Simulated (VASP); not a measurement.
Crystal: MoS2.

```
Mo S
1.0
     3.16900    0.00000    0.00000
    -1.58450    2.74443    0.00000
     0.00000    0.00000   12.32400
Mo S
2 4
Direct
  0.33333 0.66667 0.25000
  0.66667 0.33333 0.75000
  0.33333 0.66667 0.62300
  0.66667 0.33333 0.12300
  0.33333 0.66667 0.87700
  0.66667 0.33333 0.37700
```

| Quantity | Value |
| --- | --- |
| Program | VASP 6.6.1 |
| Task | relaxation of cell and atoms |
| Functional | PBE |
| Dispersion | D3(BJ) |
| Potentials or basis | VASP PAW PBE potentials, release 64 (Mo_sv, S) |
| Cutoff | 600 eV |
| k mesh | 12 × 12 × 3 |
| Occupations | gaussian, width 0.03 eV |
| Spin | no spin polarisation |

At the start: pressure -2.1 GPa; volume 17.86 Å³/atom.

Q: Where does the relaxation end?

A: Over 11 steps the energy falls by 2.8 meV/atom and the volume is 17.30 Å³/atom (-3.2 %); space group P6_3/mmc (No. 194, to 0.05 Å).

The path:
```
step  energy change (eV)  largest force (eV/Å)  pressure (GPa)  volume (Å³)
   1              0.0000                0.0753           -2.05       107.18
   2              0.0163                0.5260            3.47       103.67
   3             -0.0088                0.1417           -0.09       105.86
   4             -0.0114                0.0580           -0.06       105.44
   5             -0.0115                0.0366           -0.07       105.33
   6             -0.0130                0.0355           -0.03       105.08
   7             -0.0160                0.0313            0.07       104.31
   8             -0.0149                0.0206            0.41       102.76
   9             -0.0168                0.0313            0.21       103.72
  10             -0.0145                0.1359           -1.02       104.15
  11             -0.0169                0.0015           -0.01       103.80
```

Final structure:
```cif
data_structure
_symmetry_space_group_name_H-M 'P 1'
_symmetry_Int_Tables_number 1
_cell_length_a 3.1488
_cell_length_b 3.1488
_cell_length_c 12.0885
_cell_angle_alpha 90.000
_cell_angle_beta 90.000
_cell_angle_gamma 120.000
_cell_volume 103.80
loop_
_atom_site_label
_atom_site_type_symbol
_atom_site_fract_x
_atom_site_fract_y
_atom_site_fract_z
_atom_site_occupancy
Mo1 Mo 0.33333 0.66667 0.25000 1
Mo2 Mo 0.66667 0.33333 0.75000 1
S1 S 0.33333 0.66667 0.62053 1
S2 S 0.66667 0.33333 0.12053 1
S3 S 0.33333 0.66667 0.87947 1
S4 S 0.66667 0.33333 0.37947 1
```
